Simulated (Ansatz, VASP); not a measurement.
# CsPbBr3: VASP beside Ansatz, part 2 of 2

Aim: how closely do two programs agree when they are given the same cell, functional and k mesh? The cell is taken from a series of runs on this material, whose earlier steps may have relaxed, scaled, displaced or heated it; both programs get it as it stands.

VASP 6.6.1 and Ansatz 0.2.0.

So far: Set-up; VASP: G0W0 gap, r2SCAN.

## 3. Ansatz: G0W0 gap, r2SCAN

Level of this step: Ansatz beside VASP: G0W0 on Kohn-Sham DFT, plane waves, r2SCAN (Ansatz).

Ansatz runs on its PAW soft_1 files.

The same cell, functional and mesh now go to Ansatz, which takes its cutoff from its data sets.

File input.yaml:

```yaml
crystal:
  lattice:
    - [5.87, 0.0, 0.0]
    - [0.0, 5.87, 0.0]
    - [0.0, 0.0, 5.87]
  atoms:
    - { symbol: Cs, position: [0.0, 0.0, 0.0] }
    - { symbol: Pb, position: [0.5, 0.5, 0.5] }
    - { symbol: Br, position: [0.0, 0.5, 0.5] }
    - { symbol: Br, position: [0.5, 0.0, 0.5] }
    - { symbol: Br, position: [0.5, 0.5, 0.0] }
kpoints:
  mp_grid: { grid: [2, 2, 2] }
hamiltonian:
  xc: r2scan
  pseudopotentials: { kind: paw, azcp: { folder: soft_1 } }
scf:
  occupations: { method: fixed }
gw:
  n_empty_bands: 459
  ecut_chi: 100
  qp_bands: [v2, c2]
  qp_kpoints: band_edges
  screening: { model: contour_deformation }
```

Command:

```sh
> ansatz run input.yaml --threads 2 --pin off --max-ram 92160MiB --backend cuda --events-out ev --progress --plain --runs-dir out --devices 1 --max-vram 13GiB
```

Numbers of over 12 decimals in the logs are rounded to 6 here.

Log:

```text
GPUs: using 1 of 1 available (devices: 1).
Engine: ansatz 0.2.0, x86_64-unknown-linux-gnu
Pseudopotentials: kind: paw
Pseudopotential: Cs, paw, valence charge 9, recommended cutoff 500 eV (meta_gga), soft_1/Cs.paw.azcp
Pseudopotential: Pb, paw, valence charge 14, recommended cutoff 500 eV (meta_gga), soft_1/Pb.paw.azcp
Pseudopotential: Br, paw, valence charge 7, recommended cutoff 500 eV (meta_gga), soft_1/Br.paw.azcp
Functional definition: r2SCAN
  parameter k0 = 0.174
  parameter k1 = 0.065
  parameter a1 = 4.9479
  exchange = r2scan_x(k0 = k0, k1 = k1, a1 = a1)
  correlation = r2scan_c
device memory: the entry about to start is reckoned to put 2.0 GiB on a device that reports 47.9 GiB free (of which the cap on the GPU budget leaves the run 13.0 GiB)
GPU FFT provider: cuFFT
GPU libraries: cuBLAS 13.8.2, cuFFT 12.4.0, cuSOLVER 12.3.4
Crystal: 5 atoms, lattice volume = 202.262 Å³
Basis set: ecut = 500 eV, 5137 PW (Γ), exchange–correlation on 180×180×180 points (64 copies of the dense FFT grid, shifted against one another)
Bands: 27, of which v1, the nominal top of the filled ones, is band 22 counted from 1 (21 counted from 0)
Symmetry: 48 space group operations
Space group: Pm-3m (ITA 221), of the structure as read, at distance tolerance 5.9e-5 Å
k-points: 4 of 8
Non-local potential: Cs, projectors of the file, l = 0: 3, l = 1: 2, l = 2: 2, l = 3: 2
Non-local potential: Pb, projectors of the file, l = 0: 2, l = 1: 2, l = 2: 2, l = 3: 1
Non-local potential: Br, projectors of the file, l = 0: 2, l = 1: 2, l = 2: 2
PAW form: soft (Blöchl's): semilocal exchange-correlation on the pseudo side does not see the compensation charge
PAW frozen core: Cs, regenerated for the run's functional (the file was generated under x = pbe(κ = 0.804, μ = 0.219515), c = pbe(β = 0.066725))
PAW frozen core: Pb, regenerated for the run's functional (the file was generated under x = pbe(κ = 0.804, μ = 0.219515), c = pbe(β = 0.066725))
PAW frozen core: Br, regenerated for the run's functional (the file was generated under x = pbe(κ = 0.804, μ = 0.219515), c = pbe(β = 0.066725))
PAW one-centre angular grid: Cs, 302 points (default); XC on 160 Gauss nodes
PAW one-centre angular grid: Pb, 590 points (default); XC on 160 Gauss nodes
PAW one-centre angular grid: Br, 302 points (default); XC on 160 Gauss nodes
Initial density: superposition of atomic densities (chi_scale 0.1, normalization cell, long waves kept (reshape's long-wave potential 0.00 eV rms))
Initial wavefunctions: pseudopotential atomic-orbital guess
GPU buffer pool allocated for 91125 grid points (all kernels)
GPU transforms: local potential and band sums: pruned to the plane-wave sphere, on 45×45×45
Functional: x = r2scan, c = r2scan; τ floored in thin density (d = 2e-4 eV/Å³)
SCF iter   1: F=—  HF=-25995.114236 eV  |F-HF|=—  |Δ(HF+E_count)|=         —  Δρ=1.95e-2  dr2=1.89e0  dr2_τ=1.21e-2  ethr=3.10e-3  ⟨swp⟩=5.0  Hψ=460  notcnv=0  defer=8
preconditioner: auto → Resta (q_TF=auto, 2.116 Å⁻¹)  ε∞=3.3  [insulator: Δε(μ)=1.708 eV  Ē_g=8.786 eV  n_scr=26 (ndim 8)  ℏωp=13.3 eV  f_vac=0.011  ε∞_Penn≈3.3]
SCF iter   2: F=—  HF=-25994.656453 eV  |F-HF|=—  |Δ(HF+E_count)|=   4.58e-1  Δρ=1.11e-2  dr2=7.75e-1  dr2_τ=1.62e-2  ethr=3.10e-3  ⟨swp⟩=2.5  Hψ=158  notcnv=0  defer=8
SCF iter   3: F=—  HF=-25994.327389 eV  |F-HF|=—  |Δ(HF+E_count)|=   3.29e-1  Δρ=2.48e-3  dr2=1.88e-2  dr2_τ=7.96e-4  ethr=1.76e-3  ⟨swp⟩=3.5  Hψ=226  notcnv=0  defer=8
SCF iter   4: F=—  HF=-25994.328168 eV  |F-HF|=—  |Δ(HF+E_count)|=   7.79e-4  Δρ=6.93e-4  dr2=1.48e-3  dr2_τ=8.27e-5  ethr=4.26e-5  ⟨swp⟩=2.8  Hψ=204  notcnv=0  defer=10
SCF iter   5: F=—  HF=-25994.328976 eV  |F-HF|=—  |Δ(HF+E_count)|=   8.09e-4  Δρ=1.57e-4  dr2=4.82e-5  dr2_τ=3.86e-6  ethr=3.35e-6  ⟨swp⟩=2.8  Hψ=207  notcnv=0  defer=10
SCF iter   6: F=—  HF=-25994.329082 eV  |F-HF|=—  |Δ(HF+E_count)|=   1.06e-4  Δρ=3.25e-5  dr2=1.67e-6  dr2_τ=1.80e-7  ethr=1.10e-7  ⟨swp⟩=2.0  Hψ=198  notcnv=0  defer=10
SCF iter   7: F=-25994.329085 eV  HF=-25994.329085 eV  |F-HF|=5.35e-8  |Δ(HF+E_count)|=   2.31e-6  Δρ=3.89e-6  dr2=2.62e-8  dr2_τ=3.53e-9  ethr=2.27e-10  ⟨swp⟩=10.8  Hψ=556  notcnv=0
SCF 1 converged in 7 iterations: F = -25994.329085 eV  dr2 = 2.62e-8
  greatest PAW one-centre occupation: 0.983 electrons in one spin orbital (limit 2), on the Pb atom at site 1 (counted from 0), in its partial waves of l = 2
device memory: the entry about to start is reckoned to put 2.6 GiB on a device that reports 50.8 GiB free (of which the cap on the GPU budget leaves the run 13.0 GiB)
NSCF: frozen V_eff on 4 k-points
the band table was solved once the SCF had ended and its energy, with any forces and stress, was formed, with the checks that follow a solve (536 applications of the Hamiltonian). They found nothing against the state; the energy, forces and stress were not computed again (output.eigenvalues in the input reference)
device memory: the entry about to start is reckoned to put 2.5 GiB on a device that reports 50.8 GiB free (of which the cap on the GPU budget leaves the run 13.0 GiB)
NSCF: frozen V_eff on 4 k-points
G₀W₀ screening: q 1/4
[... further progress lines ...]
SCF converged after 7 iterations
Free energy (F): -25994.329085 eV
Harris-Foulkes:  -25994.329085 eV  (|F-HF|=5.35e-8)
Internal energy: -25994.329085 eV  (E = F + TS)
E sigma→0 (E₀):  -25994.329085 eV
Fermi energy:    3.638595 eV
--- Per-component energies (eV) ---
  E_band       = -263.607634
  E_kinetic    = 833.929427
  E_local      = -2555.443867  (includes V_loc(G=0)·N_el)
  E_nonlocal   = 481.350978
  E_hartree    = 946.711811
  E_xc         = -917.941297
  E_vxc        = -665.936018  (∫ρ·V_xc dr)
  E_paw        = -22510.731049  (= ΣΔE_a)
  E_vpaw       = -286.562348  (= ΣTr[D̂ρ^β])
  E_aug_tail   = -0.000018  (compensation charges beyond the density's cutoff)
  E_vtau       = 35.631085  (kinetic-family band-sum trace: ∫τ·v_τ [+ j·A + Jᵃ·Aᵃ] dr)
  E_ewald      = -2272.745672
  E_core_change = 0.540602  (= ΣΔE_core)
  E_smearing   = -0.000000  (= −TS)
  E_closure    = -0.000000  (closes the sum)
  Σ components = -25994.329085   (vs F -25994.329085, Δ=0.00e0)
--- Band table (eV) ---
  k-point 0: bands = [... 18 lower, 1.3624, 1.4861, 1.4861, 1.4861, 7.1519, 8.1185, 8.1185, 8.9378, ... 1 higher]
  k-point 1: bands = [... 18 lower, 1.2347, 1.3766, 1.3766, 2.1399, 6.5661, 8.5935, 9.1516, 9.1711, ... 1 higher]
  k-point 2: bands = [... 18 lower, 1.1417, 1.2484, 1.8555, 2.9062, 6.0731, 6.0731, 8.8999, 9.3384, ... 1 higher]
  k-point 3: bands = [... 18 lower, 1.8669, 1.8669, 1.8669, 3.6386, 5.5219, 5.5219, 5.5219, 8.7109, ... 1 higher]
--- G₀W₀: contour deformation, 6 samples at zero and on the imaginary axis and 1 off it, 8 q-points, 459 empty bands' worth ---
  eigenvalues of the whole cell's RPA ε∞ on this k-mesh (on a slab, of 1 + 4πα/V) = 8.1023, 8.1023, 8.1023; static W/v taken at q = 0 is 0.123421
  bands read: the sum over 481 bands ends inside a degenerate multiplet in 2 slots, whose members it reads at an even weight; the widest, k=0: bands 481 to 483 (counted from 1) at 1/3 each
  gw.qp_kpoints: band_edges: 4 of 4 stored k-points solved, in 1 pass; an edge of the gap read off the rows below is read off those points alone
    ik  band        ε_KS         Σx   Σc(E_QP)       V_xc       Z   E_QP_lin       E_QP  E_QP is
     0    21      1.4861   -19.3442     2.7296   -15.8835  0.7435     0.7374     0.7551  root
     0    22      1.4861   -19.3442     2.7296   -15.8835  0.7435     0.7374     0.7551  root
     0    23      7.1519    -3.6150    -3.4012    -6.9714  0.8071     7.1071     7.1070  root
     0    24      8.1185    -3.3190    -3.3872    -6.8664  0.8064     8.2793     8.2787  root
     1    21      1.3766   -19.0602     2.7652   -15.5336  0.7425     0.5957     0.6152  root
     1    22      2.1399   -20.0929     2.1425   -17.3594  0.7541     1.5387     1.5490  root
     1    23      6.5661    -8.8740    -3.7287   -13.0133  0.7728     6.9813     6.9767  root
     1    24      8.5935    -4.4837    -3.4869    -8.1027  0.7998     8.7260     8.7256  root
     2    21      1.8555   -19.6004     2.6963   -16.1689  0.7464     1.1028     1.1202  root
     2    22      2.9062   -19.9681     1.7595   -17.6733  0.7622     2.3631     2.3709  root
     2    23      6.0731    -8.4075    -3.6266   -12.3920  0.7779     6.4343     6.4310  root
     2    24      6.0731    -8.4075    -3.6266   -12.3920  0.7779     6.4343     6.4310  root
     3    21      1.8669   -19.6406     2.6992   -16.2074  0.7464     1.1155     1.1328  root
     3    22      3.6386   -20.0012     1.4578   -18.0637  0.7680     3.1530     3.1589  root
     3    23      5.5219    -7.6661    -3.5555   -11.5188  0.7835     5.8213     5.8191  root
     3    24      5.5219    -7.6661    -3.5555   -11.5188  0.7835     5.8213     5.8191  root
```

## 4. Comparison

Known differences besides the potentials themselves: VASP keeps PBE cores, Ansatz makes them for the functional; fixed occupations in Ansatz, narrow Gaussian smearing in VASP; the data sets hold 44 valence electrons in Ansatz (on its PAW soft_1 files) and 46 in VASP; the cutoff is 500 eV in Ansatz and 300 eV in VASP; Ansatz integrates over frequency by contour deformation, VASP on a grid of NOMEGA points; Ansatz's G0W0 levels solve the quasiparticle equation, VASP's are linearised. Total energies have different zeros and are not compared.

The two programs side by side:

```csv
quantity,Ansatz,VASP,difference
G0W0 gap on the mesh (eV),2.66,3.27,-0.61
Kohn-Sham gap under it (eV),1.88,1.89,0.00
```

VASP's log warns that its frequency grid doesn't suit quasiparticle energies on this mesh.

## 5. Summary of results

| Item | Value |
| --- | --- |
| difference in G0W0 gap on the mesh (G0W0 gap, r2SCAN) | -0.61 eV |

In words: The difference in G0W0 gap on the mesh is -0.61 eV (G0W0 gap, r2SCAN). The data sets hold unlike numbers of valence electrons (44 in Ansatz and 46 in VASP), so part of the differences may come from the potentials. What causes the difference of the G0W0 gap, r2SCAN pair stays open here. How closely two codes agree says nothing of how well the functional describes the real material.

[Lines on the potential files, build, host, timing and source positions are cut from VASP's logs without a mark.]

[Logs are printed without paths, hosts, clocks, repeated set-up lines and the standing remarks that a program may print on its own settings, such as how far it seeks lower states.]

[Hosts, paths, dates, database ids (printed as entryN), source tags and the programs' standing remarks are cut or masked in the printed files.]
